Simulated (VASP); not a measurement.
# Ni2SbTe (P-6m2) in VASP: equation of state

Aim: energy against volume of Ni2SbTe in PBE, for its equilibrium volume and stiffness.

Program: VASP 6.6.1. These are calculated values, not measurements. Logs are shortened: lines on timing, memory, paths and dates and some standing lists are left out, and cuts for length are marked.

## Step 1: Starting point

It takes space group P-6m2 (No. 187, hexagonal). Conventional cell: a = 3.966 Å, b = 3.966 Å, c = 5.203 Å, α = 90.00°, β = 90.00°, γ = 120.00°. Te (site symmetry -6m2) has 6 Ni at 2.64 Å as nearest neighbours. Around Sb (site symmetry -6m2) lie 6 Ni at 2.63 Å. Around Ni (site symmetry 3m) lie 2 Ni at 2.57 to 2.63 Å and 3 Sb at 2.63 Å and 3 Te at 2.64 Å.

The cell comes from a database or a generator and needn't be the stable form of this composition.

## Step 2: Equation of state, PBE, collinear spin, ferromagnetic start, 16.65 Å³/atom (volume scaled by 0.94)

File INCAR:

```
PREC = Accurate
ENCUT = 520
EDIFF = 1E-7
ISMEAR = -1
SIGMA = 0.05
LREAL = False
LASPH = True
NELM = 100
ALGO = Normal
ISIF = 2
LWAVE = False
LCHARG = False
ISPIN = 2
MAGMOM = 0 0 1 1
LORBIT = 11
LMAXMIX = 4
GGA = PE
NBANDS = 28
```

File KPOINTS:

```
Automatic mesh
0
Gamma
  8 8 5
```

File POSCAR:

```
Ni2SbTe
1.0
    3.8846690912      0.0000000000      0.0000000000
   -1.9423345456      3.3642221183      0.0000000000
    0.0000000000      0.0000000000      5.0972591152
Te Sb Ni
1 1 2
Direct
    0.3333333333      0.6666666667      0.0000000000
    0.6666666667      0.3333333333      0.5000000000
    0.0000000000      0.0000000000      0.2531824000
    0.0000000000      0.0000000000      0.7468176000
```

Potentials or basis: VASP PAW PBE potentials, release 64 (Te, Sb, Ni).

Command:

```
> cat potpaw_PBE.64/Te/POTCAR potpaw_PBE.64/Sb/POTCAR potpaw_PBE.64/Ni/POTCAR > POTCAR
> mpirun -np 1 vasp_std > vasp.out
```

OUTCAR:

```text
PREC = Accurate
   ENCUT = 520
   EDIFF = 1E-7
   ISMEAR = -1
   LREAL = False
   LASPH = True
   NELM = 100
   ISIF = 2
   ISPIN = 2
   LORBIT = 11
   GGA = PE

 Found     30 irreducible k-points:

 Following reciprocal coordinates:
            Coordinates               Weight
  0.000000  0.000000  0.000000      1.000000
  0.125000  0.000000  0.000000      6.000000
  0.250000  0.000000  0.000000      6.000000
  0.375000 -0.000000  0.000000      6.000000
  0.500000  0.000000  0.000000      3.000000
  0.125000  0.125000  0.000000      6.000000
   k-points           NKPTS =     30   k-points in BZ     NKDIM =     30   number of bands    NBANDS=     28
   number of dos      NEDOS =    301   number of ions     NIONS =      4
   total plane-waves  NPLWV =  36000
   dimension x,y,z NGX =    30 NGY =   30 NGZ =   40
   dimension x,y,z NGXF=    60 NGYF=   60 NGZF=   80
   ions per type =               1   1   2
   NGX,Y,Z   is equivalent  to a cutoff of  12.84, 12.84, 13.05 a.u.
   NGXF,Y,Z  is equivalent  to a cutoff of  25.68, 25.68, 26.09 a.u.
 SYSTEM =  unknown system
   PREC   = accura    normal or accurate (medium, high low for compatibility)
   ISTART =      0    job   : 0-new  1-cont  2-samecut
   ICHARG =      2    charge: 1-file 2-atom 10-const
   ISPIN  =      2    spin polarized calculation?
   LNONCOLLINEAR =      F non collinear calculations
   LSORBIT =      F    spin-orbit coupling
   LASPH  =      T    aspherical Exc in radial PAW
   ENCUT  =  520.0 eV  38.22 Ry    6.18 a.u.   7.22  7.22  9.48*2*pi/ulx,y,z
   NELM   =    100;   NELMIN=  2; NELMDL= -5     # of ELM steps
   EDIFF  = 0.1E-06   stopping-criterion for ELM
   LREAL  =      F    real-space projection
   EDIFFG = 0.1E-05   stopping-criterion for IOM
   NSW    =      0    number of steps for IOM
   IBRION =     -1    ionic relax: 0-MD 1-quasi-New 2-CG
   NFREE  =      0    steps in history (QN), initial steepest desc. (CG)
   ISIF   =      2    stress and relaxation
   ISYM   =      2    0-nonsym 1-usesym 2-fastsym
   POTIM  = 0.5000    time-step for ionic-motion
   TEBEG  =    0.0;   TEEND  =   0.0 temperature during run
   PSTRESS=    0.0 pullay stress
   NELECT =      31.0000    total number of electrons
   NUPDOWN=      -1.0000    fix difference up-down
   EMIN   =  10.00;   EMAX   =-10.00  energy-range for DOS
   EFERMI =   0.00;   METHOD = LEGACY
   ISMEAR =    -1;   SIGMA  =   0.05  broadening in eV -4-tet -1-fermi 0-gaus
   EFERMI_NEDOS =   21; number of points for ismear=-14 and -15
   IALGO  =     38    algorithm
   IMIX   =      4    mixing-type and parameters
     AMIX     =   0.40;   BMIX     =  1.00
     AMIX_MAG =   1.60;   BMIX_MAG =  1.00
  volume/ion in A,a.u.               =      16.65       112.39
  Fermi-wavevector in a.u.,A,eV,Ry     =   1.268636  2.397374 21.897713  1.609437
  Thomas-Fermi vector in A             =   2.401720
   LORBIT       =     11    0 simple, 1 ext, 2 COOP (PROOUT), +10 PAW based schemes
   GGA     = PE    functional components
   LHFCALC =     F    Hartree Fock is set to
   AEXX    =    0.0000 exact exchange contribution
   IVDW    =     0    specifies the selected vdW correction
   LEPSILON=     F    determine dielectric tensor
   LRPA    =     F    only Hartree local field effects (RPA)
 spin polarized calculation
  energy-cutoff  :      520.00
  volume of cell :       66.62
 maximum number of plane-waves:      1806
 NGX is ok and might be reduce to    30
   NGX = 15   NGY = 15   NGZ = 19

 number of electron      31.0000005 magnetization      -0.0003480

 number of electron      31.0000005 magnetization       0.0000398

 Free energy of the ion-electron system (eV)
  ---------------------------------------------------
  ext. energy  EPLUGINS =         0.00000000
  ---------------------------------------------------
  free energy    TOTEN  =       -18.96448313 eV

  energy without entropy =      -18.94408366  energy(sigma->0) =      -18.95428340

 E-fermi :  10.8140     XC(G=0): -11.6956

 val. band max:       10.8123419134   @ k =   0.0000   0.0000   0.4000
 cond. band min:      10.8255839389   @ k =   0.2500   0.0000   0.4000
 fundamental gap:      0.0132420255
 Fermi energy:        10.8139685036

 spin component 1

 k-point     1 :       0.0000    0.0000    0.0000
  band No.  band energies     occupation
      1      -3.5696      1.00000
      2       1.1331      1.00000
      3       3.7494      1.00000
      4       6.3017      1.00000
      5       6.3017      1.00000
      6       7.4534      1.00000
[... 19 lines left out ...]
     26      20.1803      0.00000
     27      20.1803      0.00000
[... 127 lines left out ...]
      5       6.2119      1.00000
      6       6.9001      1.00000
[... 19 lines left out ...]
     26      21.2355      0.00000
     27      21.3760      0.00000

 [... further k-points ...]

 spin component 2

 k-point     1 :       0.0000    0.0000    0.0000
  band No.  band energies     occupation
      1      -3.5696      1.00000
      2       1.1331      1.00000
      3       3.7494      1.00000
      4       6.3017      1.00000
      5       6.3017      1.00000
      6       7.4534      1.00000
[... 19 lines left out ...]
     26      20.1803      0.00000
     27      20.1803      0.00000
[... 127 lines left out ...]
      5       6.2119      1.00000
      6       6.9001      1.00000
[... 19 lines left out ...]
     26      21.2355      0.00000
     27      21.3760      0.00000

 [... further k-points ...]

 [bands above 27 left out]

------------------------ aborting loop because EDIFF is reached ----------------------------------------

  FORCE on cell =-STRESS in cart. coord.  units (eV):
  Direction    XX          YY          ZZ          XY          YZ          ZX
  --------------------------------------------------------------------------------------
  -------------------------------------------------------------------------------------
  Total        4.8409141      4.8409141      4.2703176      0.0000000      0.0000000      0.0000000
  in kB      116.4293730    116.4293730    102.7058902      0.0000000      0.0000000      0.0000000
  external PRESSURE =     111.8548787 kB  Pullay stress =       0.0000000 kB

 VOLUME and BASIS-vectors are now :
 -----------------------------------------------------------------------------
  energy-cutoff  :      520.00
  volume of cell :       66.62
      direct lattice vectors                 reciprocal lattice vectors
     3.884669091  0.000000000  0.000000000     0.257422184  0.148622767  0.000000000
    -1.942334546  3.364222118  0.000000000     0.000000000  0.297245534  0.000000000
     0.000000000  0.000000000  5.097259115     0.000000000  0.000000000  0.196183866

 POSITION                                       TOTAL-FORCE (eV/Angst)
 -----------------------------------------------------------------------------------
     -0.00000      2.24281      0.00000         0.000000      0.000000      0.000000
      1.94233      1.12141      2.54863        -0.000000      0.000000      0.000000
      0.00000      0.00000      1.29054        -0.000000      0.000000     -0.082519
      0.00000      0.00000      3.80672        -0.000000      0.000000      0.082519
 -----------------------------------------------------------------------------------
    total drift:                                0.000000     -0.000000      0.000000

  FREE ENERGIE OF THE ION-ELECTRON SYSTEM (eV)
  ---------------------------------------------------
  free  energy   TOTEN  =       -18.9644831285 eV

  energy  without entropy=      -18.9440836629  energy(sigma->0) =      -18.95428340

 total charge

# of ion       s       p       d       tot
------------------------------------------
    1        1.368   1.926   0.117   3.410
    2        1.151   1.230   0.082   2.463
    3        0.449   0.504   8.506   9.459
    4        0.449   0.504   8.506   9.459
--------------------------------------------------
tot          3.416   4.164  17.212  24.791

 magnetization (x)

# of ion       s       p       d       tot
------------------------------------------
    1        0.000   0.000   0.000   0.000
    2        0.000   0.000   0.000   0.000
    3       -0.000  -0.000   0.000   0.000
    4       -0.000  -0.000   0.000   0.000
--------------------------------------------------
tot          0.000   0.000   0.000   0.000
```

OSZICAR:

```text
N       E                     dE             d eps       ncg     rms          rms(c)
DAV:   1     0.188862956308E+03    0.18886E+03   -0.12450E+04  3360   0.116E+03
DAV:   2    -0.676960617042E+01   -0.19563E+03   -0.18151E+03  3400   0.264E+02
DAV:   3    -0.196342919090E+02   -0.12865E+02   -0.12356E+02  4028   0.771E+01
DAV:   4    -0.199320296257E+02   -0.29774E+00   -0.29693E+00  3916   0.108E+01
DAV:   5    -0.199410122619E+02   -0.89826E-02   -0.89819E-02  4308   0.201E+00    0.162E+01
DAV:   6    -0.218536881368E+02   -0.19127E+01   -0.13543E+01  3888   0.653E+01    0.163E+01
DAV:   7    -0.189916542445E+02    0.28620E+01   -0.63113E+00  4124   0.503E+01    0.489E+00
DAV:   8    -0.189881994829E+02    0.34548E-02   -0.43746E-01  3812   0.378E+00    0.235E+00
DAV:   9    -0.189638642297E+02    0.24335E-01   -0.64517E-02  4228   0.405E+00    0.988E-01
DAV:  10    -0.189642497856E+02   -0.38556E-03   -0.34123E-03  3812   0.418E-01    0.656E-01
DAV:  11    -0.189646465832E+02   -0.39680E-03   -0.11577E-03  4340   0.386E-01    0.210E-01
DAV:  12    -0.189644992630E+02    0.14732E-03   -0.62943E-04  4500   0.438E-01    0.649E-02
DAV:  13    -0.189644842143E+02    0.15049E-04   -0.64815E-05  4524   0.803E-02    0.333E-02
DAV:  14    -0.189644823562E+02    0.18581E-05   -0.41655E-06  5060   0.260E-02    0.149E-02
DAV:  15    -0.189644829364E+02   -0.58023E-06   -0.17565E-06  3960   0.933E-03    0.803E-03
DAV:  16    -0.189644831712E+02   -0.23476E-06   -0.21783E-07  3504   0.309E-03    0.394E-03
DAV:  17    -0.189644831285E+02    0.42722E-07   -0.13797E-08  2004   0.819E-04
   1 F= -.18964483E+02 E0= -.18954283E+02  d E =-.203995E-01  mag=     0.0001
```

stdout:

```text
POSCAR found type information on POSCAR TeSbNi
 POSCAR found :  3 types and       4 ions
 scaLAPACK will be used
 LDA part: xc-table for (Slater+PW92), standard interpolation
 POSCAR, INCAR and KPOINTS ok, starting setup
 FFT: planning ... GRIDC
 FFT: planning ... GRID_SOFT
 FFT: planning ... GRID
 WAVECAR not read
 entering main loop
```

It took 2.5 min on 1 thread of Intel Xeon Platinum 8259CL at 2.50GHz (Skylake/Cascade Lake), shared host; peak memory 0.26 GiB.

What came out:

```yaml
Free_energy: -18.9645 eV
Pressure: 11.2 GPa
Largest_force: 0.083 eV/Å
Band_gap_on_the_k_mesh: none (metal or under the smearing width)
Net_moment: 0.00 μB per cell
Valence_electrons_inside_the_program's_atomic_spheres: Te 3.41; Sb 2.46; Ni 9.46
```

## Step 3: Equation of state, PBE, collinear spin, ferromagnetic start, 17.01 Å³/atom (volume scaled by 0.96)

File INCAR:

```
ALGO = Normal
EDIFF = 1E-7
ENCUT = 520
GGA = PE
ISIF = 2
ISMEAR = -1
ISPIN = 2
LASPH = T
LCHARG = F
LMAXMIX = 4
LORBIT = 11
LREAL = F
LWAVE = F
MAGMOM = 0 0 1 1
NBANDS = 28
NELM = 100
PREC = Accurate
SIGMA = 0.05
```

File KPOINTS:

```
k-points
0
Gamma
  8 8 5
```

File POSCAR:

```
Ni2SbTe
1.0
    3.9120268172      0.0000000000      0.0000000000
   -1.9560134085      3.3879146039      0.0000000000
    0.0000000000      0.0000000000      5.1331564888
Te Sb Ni
1 1 2
Direct
    0.3333333333      0.6666666667      0.0000000000
    0.6666666667      0.3333333333      0.5000000000
    0.0000000000      0.0000000000      0.2531824000
    0.0000000000      0.0000000000      0.7468176000
```

Potentials or basis: VASP PAW PBE potentials, release 64 (Te, Sb, Ni).

Command:

```
> cat potpaw_PBE.64/Te/POTCAR potpaw_PBE.64/Sb/POTCAR potpaw_PBE.64/Ni/POTCAR > POTCAR
> mpirun -np 1 vasp_std > vasp.out
```

Wall time 2.6 min (1 thread of Intel Xeon Platinum 8259CL at 2.50GHz (Skylake/Cascade Lake), shared host); peak memory 0.27 GiB.

Results (log left out):

```
Free energy                                           : -19.0492 eV
Pressure                                              : 8.0 GPa
Largest force                                         : 0.058 eV/Å
Band gap on the k mesh                                : none (metal or under the smearing width)
Net moment                                            : 0.00 μB per cell
Valence electrons inside the program's atomic spheres : Te 3.40; Sb 2.45; Ni 9.42
```

## Step 4: Equation of state, PBE, collinear spin, ferromagnetic start, 17.36 Å³/atom (volume scaled by 0.98)

File INCAR:

```
SYSTEM = Ni2SbTe
  ALGO = Normal
  EDIFF = 1E-7
  ENCUT = 520
  GGA = PE
  ISIF = 2
  ISMEAR = -1
  ISPIN = 2
  LASPH = .True.
  LCHARG = .False.
  LMAXMIX = 4
  LORBIT = 11
  LREAL = .False.
  LWAVE = .False.
  MAGMOM = 0 0 1 1
  NBANDS = 28
  NELM = 150
  PREC = Accurate
  SIGMA = 0.05
```

File KPOINTS:

```
k-points
0
Gamma
  8 8 5
  0 0 0
```

File POSCAR:

```
Ni2SbTe
1.0
    3.9390071651      0.0000000000      0.0000000000
   -1.9695035825      3.4112802706      0.0000000000
    0.0000000000      0.0000000000      5.1685586868
Te Sb Ni
1 1 2
Direct
    0.3333333333      0.6666666667      0.0000000000
    0.6666666667      0.3333333333      0.5000000000
    0.0000000000      0.0000000000      0.2531824000
    0.0000000000      0.0000000000      0.7468176000
```

Command:

```
> cat potpaw_PBE.64/Te/POTCAR potpaw_PBE.64/Sb/POTCAR potpaw_PBE.64/Ni/POTCAR > POTCAR
> mpirun -np 1 vasp_std > vasp.out
```

It took 2.5 min on 1 thread of Intel Xeon Platinum 8259CL at 2.50GHz (Skylake/Cascade Lake), shared host; peak memory 0.27 GiB.

The run converged. Its results:

- Free energy: -19.1075 eV
- Pressure: 5.2 GPa
- Largest force: 0.035 eV/Å
- Band gap on the k mesh: none (metal or under the smearing width)
- Net moment: 0.00 μB per cell
- Valence electrons inside the program's atomic spheres: Te 3.38; Sb 2.43; Ni 9.38

## Step 5: Equation of state, PBE, collinear spin, ferromagnetic start, 18.07 Å³/atom (volume scaled by 1.02)

File INCAR:

```
SYSTEM = Ni2SbTe
  PREC = Accurate
  ENCUT = 520
  EDIFF = 1E-7
  ISMEAR = -1
  SIGMA = 0.05
  LREAL = .False.
  LASPH = .True.
  NELM = 150
  ALGO = Normal
  ISIF = 2
  LWAVE = .False.
  LCHARG = .False.
  ISPIN = 2
  MAGMOM = 0 0 1 1
  LORBIT = 11
  LMAXMIX = 4
  GGA = PE
  NBANDS = 28
```

File KPOINTS:

```
regular mesh
0
Gamma
  8 8 5
  0 0 0
```

File POSCAR:

```
Ni2SbTe
1.0
    3.9918860543      0.0000000000      0.0000000000
   -1.9959430271      3.4570747320      0.0000000000
    0.0000000000      0.0000000000      5.2379435929
Te Sb Ni
1 1 2
Direct
    0.3333333333      0.6666666667      0.0000000000
    0.6666666667      0.3333333333      0.5000000000
    0.0000000000      0.0000000000      0.2531824000
    0.0000000000      0.0000000000      0.7468176000
```

Command:

```
> cat potpaw_PBE.64/Te/POTCAR potpaw_PBE.64/Sb/POTCAR potpaw_PBE.64/Ni/POTCAR > POTCAR
> mpirun -np 1 vasp_std > vasp.out
```

It took 3.1 min on 1 thread of Intel Xeon Platinum 8259CL at 2.50GHz (Skylake/Cascade Lake), shared host; peak memory 0.27 GiB.

The run converged. Its results:

* Free energy: -19.1560 eV
* Pressure: 0.4 GPa
* Largest force: 0.005 eV/Å
* Band gap on the k mesh: none (metal or under the smearing width)
* Net moment: 0.00 μB per cell
* Valence electrons inside the program's atomic spheres: Te 3.35; Sb 2.41; Ni 9.31

## Step 6: Equation of state, PBE, collinear spin, ferromagnetic start, 18.43 Å³/atom (volume scaled by 1.04)

File INCAR:

```
PREC = Accurate
ENCUT = 520
EDIFF = 1E-7
ISMEAR = -1
SIGMA = 0.05
LREAL = False
LASPH = True
NELM = 150
ALGO = Normal
ISIF = 2
LWAVE = False
LCHARG = False
ISPIN = 2
MAGMOM = 0 0 1 1
LORBIT = 11
LMAXMIX = 4
GGA = PE
NBANDS = 28
```

File KPOINTS:

```
regular mesh
0
Gamma
  8 8 5
```

File POSCAR:

```
Ni2SbTe
1.0
    4.0178081187      0.0000000000      0.0000000000
   -2.0089040593      3.4795238982      0.0000000000
    0.0000000000      0.0000000000      5.2719571667
Te Sb Ni
1 1 2
Direct
    0.3333333333      0.6666666667      0.0000000000
    0.6666666667      0.3333333333      0.5000000000
    0.0000000000      0.0000000000      0.2531824000
    0.0000000000      0.0000000000      0.7468176000
```

Potentials or basis: VASP PAW PBE potentials, release 64 (Te, Sb, Ni).

Command:

```
> cat potpaw_PBE.64/Te/POTCAR potpaw_PBE.64/Sb/POTCAR potpaw_PBE.64/Ni/POTCAR > POTCAR
> mpirun -np 1 vasp_std > vasp.out
```

Wall time 3.7 min (1 thread of Intel Xeon Platinum 8259CL at 2.50GHz (Skylake/Cascade Lake), shared host); peak memory 0.27 GiB.

The run converged. Its results:

| Quantity | Value |
| --- | --- |
| Free energy | -19.1511 eV |
| Pressure | -1.6 GPa |
| Largest force | 0.022 eV/Å |
| Band gap on the k mesh | none (metal or under the smearing width) |
| Net moment | 0.00 μB per cell |
| Valence electrons inside the program's atomic spheres | Te 3.34; Sb 2.39; Ni 9.27 |

(Continued in part 2 of 2.)
